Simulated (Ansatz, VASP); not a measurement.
# CdF2: VASP beside Ansatz, part 2 of 2

One calculation is typed for both programs; each brings its own data sets. How far apart do they land? The cell is taken from a series of VASP runs on this material, whose earlier steps may have relaxed, scaled or displaced it; both programs get it as it stands. Valence electrons are named where the data sets of a main pair hold unlike numbers.

VASP 6.6.1 and Ansatz 0.2.0.

So far. Step 3 (Ansatz: single point, RPBE): The run ends at a pressure of -0.41 GPa.

**5. Ansatz: band structure, RPBE**

Level of this step: Ansatz beside VASP: Kohn-Sham DFT, plane waves, RPBE (Ansatz).

Levels along a path test the potential and the projectors away from the mesh points.

The cell is taken from a series of VASP runs on this material, whose earlier steps may have relaxed, scaled or displaced it; both programs get it as it stands.

Input file input.yaml:

```yaml
crystal:
  lattice:
    - [0.0, 2.7920697049, 2.7920697049]
    - [2.7920697049, 0.0, 2.7920697049]
    - [2.7920697049, 2.7920697049, 0.0]
  atoms:
    - { symbol: Cd, position: [0.0, 0.0, 0.0] }
    - { symbol: F, position: [0.75, 0.75, 0.75] }
    - { symbol: F, position: [0.25, 0.25, 0.25] }
hamiltonian:
  xc: rpbe
  pseudopotentials: { kind: paw }
kpoints:
  mp_grid: { grid: [8, 8, 8] }
  band_path:
    path:
      - [0.0, 0.0, 0.0]
      - [0.16667, 0.0, 0.16667]
      - [0.33333, 0.0, 0.33333]
      - [0.5, 0.0, 0.5]
      - [0.5, 0.08333, 0.58333]
      - [0.5, 0.18333, 0.68333]
      - [0.5, 0.25, 0.75]
      - [0.45, 0.3, 0.75]
      - [0.40833, 0.34167, 0.75]
      - [0.35, 0.35, 0.7]
      - [0.225, 0.225, 0.45]
      - [0.075, 0.075, 0.15]
      - [0.03333, 0.03333, 0.03333]
      - [0.23333, 0.23333, 0.23333]
      - [0.4, 0.4, 0.4]
      - [0.51667, 0.46667, 0.51667]
      - [0.55833, 0.38333, 0.55833]
      - [0.60833, 0.28333, 0.60833]
      - [0.60833, 0.25, 0.64167]
      - [0.55833, 0.25, 0.69167]
      - [0.51667, 0.25, 0.73333]
      - [0.5, 0.3, 0.7]
      - [0.5, 0.38333, 0.61667]
      - [0.5, 0.48333, 0.51667]
      - [0.475, 0.475, 0.55]
      - [0.425, 0.425, 0.65]
      - [0.38333, 0.38333, 0.73333]
      - [0.59167, 0.18333, 0.59167]
      - [0.55, 0.1, 0.55]
      - [0.5, 0.0, 0.5]
    npoints: 1
scf:
  occupations: { method: fermi_dirac, width: 0.05 }
  n_extra_bands: 7
output:
  forces: true
  stress: true
  eigenvalues: true
```

Launch:

```sh
> ansatz run input.yaml --threads 2 --pin off --max-ram 4608MiB --backend cpu --events-out ev --progress --plain --runs-dir out
```

Numbers of over 12 decimals in the logs are rounded to 6 here.

The program printed:

```text
[...]
Crystal: 3 atoms, lattice volume = 43.532 Å³
Basis set: ecut = 420 eV, 869 PW (Γ), exchange–correlation on 54×54×54 points (8 copies of the dense FFT grid, shifted against one another)
Bands: 24, of which v1, the nominal top of the filled ones, is band 17 counted from 1 (16 counted from 0)
Symmetry: 48 space group operations
[...]
k-points: 29 of 512
[...]
k-point 0: bands = [... 13 lower, 4.3991, 4.5077, 4.5077, 4.5077, 8.0374, 17.5093, 17.5093, 17.5093, ... 3 higher]
  k-point 1: bands = [... 13 lower, 4.2590, 4.4866, 4.5727, 4.5727, 8.5586, 16.8340, 17.6931, 17.6931, ... 3 higher]
  k-point 2: bands = [... 13 lower, 4.0123, 4.0993, 4.6297, 4.6297, 9.7262, 15.7001, 18.1594, 18.1594, ... 3 higher]
  k-point 28: bands = [... 13 lower, 3.8392, 3.8392, 4.7217, 5.1236, 12.4480, 16.2689, 16.2689, 16.6222, ... 3 higher]
[key lines of the parts left out:]
SCF converged after 6 iterations
Free energy (F): -9884.549698 eV
Fermi energy:    6.667870 eV
P = ⅓ Tr σ = -0.4112 GPa (-4.112 kbar)
```

Wall time 1 s (2 threads of Intel Xeon 6975P-C (Granite Rapids), shared host); peak memory 0.36 GiB; 1.8 s of CPU time.

**6. VASP: band structure, RPBE**

The same cell, functional, mesh and smearing now go to VASP, with its own data sets.

Input file INCAR:

```
SYSTEM = CdF2
PREC = Accurate
ENCUT = 520
EDIFF = 1E-06
NELM = 100
ISMEAR = -1
SIGMA = 0.05
LREAL = .FALSE.
ALGO = Normal
GGA = RP
LORBIT = 11
LWAVE = .FALSE.
LCHARG = .FALSE.
```

Input file POSCAR:

```
CdF2
1.0
    0.0000000000      2.7920697049      2.7920697049
    2.7920697049      0.0000000000      2.7920697049
    2.7920697049      2.7920697049      0.0000000000
Cd F
1 2
Direct
    0.0000000000      0.0000000000      0.0000000000
    0.7500000000      0.7500000000      0.7500000000
    0.2500000000      0.2500000000      0.2500000000
```

Input file KPOINTS:

```
Automatic mesh
0
Gamma
8 8 8
0 0 0
```

Input file KPOINTS_OPT:

```
Line mode
16
Line-mode
Reciprocal
  0.00000000   0.00000000   0.00000000 GAMMA
  0.50000000   0.00000000   0.50000000 X

  0.50000000   0.00000000   0.50000000 X
  0.50000000   0.25000000   0.75000000 W

  0.50000000   0.25000000   0.75000000 W
  0.37500000   0.37500000   0.75000000 K

  0.37500000   0.37500000   0.75000000 K
  0.00000000   0.00000000   0.00000000 GAMMA

  0.00000000   0.00000000   0.00000000 GAMMA
  0.50000000   0.50000000   0.50000000 L

  0.50000000   0.50000000   0.50000000 L
  0.62500000   0.25000000   0.62500000 U

  0.62500000   0.25000000   0.62500000 U
  0.50000000   0.25000000   0.75000000 W

  0.50000000   0.25000000   0.75000000 W
  0.50000000   0.50000000   0.50000000 L

  0.50000000   0.50000000   0.50000000 L
  0.37500000   0.37500000   0.75000000 K

  0.62500000   0.25000000   0.62500000 U
  0.50000000   0.00000000   0.50000000 X
```

PAW data sets: Cd and F (PBE family, release 64).

Launch:

```sh
> mpirun -np 1 vasp_std
```

The program printed:

```text
[banner, memory and clock lines left out]
running    1 mpi-ranks, on    1 nodes
[...]
[... a notice as in an earlier step ...]

 LDA part: xc-table for (Slater+PW92), standard interpolation
 POSCAR, INCAR and KPOINTS ok, starting setup
[...]
entering main loop
       N       E                     dE             d eps       ncg     rms          rms(c)
[... 14 cycles as in an earlier step ...]
   1 F= -.10039596E+02 E0= -.10039596E+02  d E =-.476530E-10
 Start KPOINTS_OPT (optional k-point list driver)
k-point batch [1-29\160]
       N       E                     dE             ncg
DAV:   1     0.436543118334E+03   -0.20005E+05     1026
DAV:   2    -0.526854327577E+04   -0.57051E+04     1199
DAV:   3    -0.552356688467E+04   -0.25502E+03     1050
DAV:   4    -0.552498876874E+04   -0.14219E+01     1155
DAV:   5    -0.552499407323E+04   -0.53045E-02     1090
DAV:   6    -0.552499410403E+04   -0.30799E-04     1116
DAV:   7    -0.552499410422E+04   -0.19133E-06      809
[...]
k-point batch [146-160\160]
       N       E                     dE             ncg
DAV:   1     0.123912482959E+05   -0.14560E+05      534
DAV:   2     0.951133219032E+04   -0.28799E+04      615
DAV:   3     0.938470811165E+04   -0.12662E+03      534
DAV:   4     0.938399075283E+04   -0.71736E+00      694
DAV:   5     0.938398817212E+04   -0.25807E-02      548
DAV:   6     0.938398815759E+04   -0.14534E-04      575
DAV:   7     0.938398815750E+04   -0.88727E-07      406
```

OUTCAR, selected parts (step 6):

```text
[... 6 parts as in an earlier step ...]

[... 1 further part left out ...]
[key lines of the parts left out:]
E-fermi :  -0.7497
```

Spin-orbit coupling is off here; it would split degenerate levels.

**7. Differences**

What differs besides the data sets and the points named for the pairs above, as far as they apply: the data sets hold 34 valence electrons in Ansatz (on its default PAW (the set named soft_2) files) and 26 in VASP. Total energies have different zeros and are not compared.

Compared:

```csv
quantity,Ansatz,VASP,difference
pressure (GPa),-0.41,-0.03,-0.38
pressure without Ansatz's Pulay correction (GPa),-0.93,-0.03,-0.90
gap over the path points (eV),2.914,2.886,+0.028
```

Levels at points of the path, from each program's valence-band top (eV; 4 filled, then empty):

```csv
k (reciprocal lattice),Ansatz,VASP
0.000 0.000 0.000,-0.72 -0.62 -0.62 -0.62 2.91 12.39,-0.72 -0.62 -0.62 -0.62 2.89 12.38
0.167 0.000 0.167,-1.21 -0.56 -0.40 -0.40 3.98 11.19,-1.21 -0.56 -0.39 -0.39 3.96 11.18
0.333 0.000 0.333,-1.98 -0.41 -0.17 -0.17 5.93 9.87,-1.98 -0.41 -0.17 -0.17 5.91 9.86
0.500 0.000 0.500,-2.40 -0.33 -0.07 -0.07 7.28 9.31,-2.40 -0.32 -0.07 -0.07 7.26 9.29
0.500 0.083 0.583,-2.24 -0.35 -0.25 -0.05 7.29 9.55,-2.25 -0.34 -0.25 -0.05 7.27 9.53
0.500 0.183 0.683,-1.74 -0.82 -0.39 -0.01 7.32 10.38,-1.74 -0.82 -0.38 -0.01 7.30 10.36
0.500 0.250 0.750,-1.28 -1.28 -0.40 0.00 7.32 11.14,-1.29 -1.29 -0.39 0.00 7.30 11.13
0.450 0.300 0.750,-1.63 -0.95 -0.39 -0.03 7.29 10.62,-1.64 -0.95 -0.38 -0.03 7.27 10.60
0.408 0.342 0.750,-1.90 -0.77 -0.32 -0.12 7.25 10.36,-1.90 -0.77 -0.31 -0.12 7.22 10.34
0.350 0.350 0.700,-1.94 -0.91 -0.24 -0.24 7.15 10.65,-1.94 -0.90 -0.24 -0.23 7.13 10.63
```

Among the levels compared at these points, filled levels agree within 10 meV and empty ones within 28 meV. Ansatz's pressure holds a Pulay correction of 0.52 GPa; VASP's holds none.

**8. Results**

```
difference in gap on the k mesh (single point, RPBE)                           : 0.028 eV
largest difference of a filled level at the path points (band structure, RPBE) : 9.7 meV
```

**Reading.** The difference in gap on the k mesh is 0.028 eV (single point, RPBE), within the 0.08 eV picked in this series as the mark of a large difference. The data sets hold unlike numbers of valence electrons (34 in Ansatz and 26 in VASP), so part of the differences comes from the potentials. Such differences can come from data sets, numerical settings and the points named under the comparisons, not from the functional's error against experiment.

[Lines on the potential files, build, host, timing and source positions are cut from VASP's logs without a mark.]

[Logs are printed without paths, hosts, clocks, repeated set-up lines and the standing remarks that a program may print on its own settings, such as how far it seeks lower states.]

[Hosts, paths, dates, database ids (printed as entryN), source tags and the programs' standing remarks are cut or masked in the printed files.]
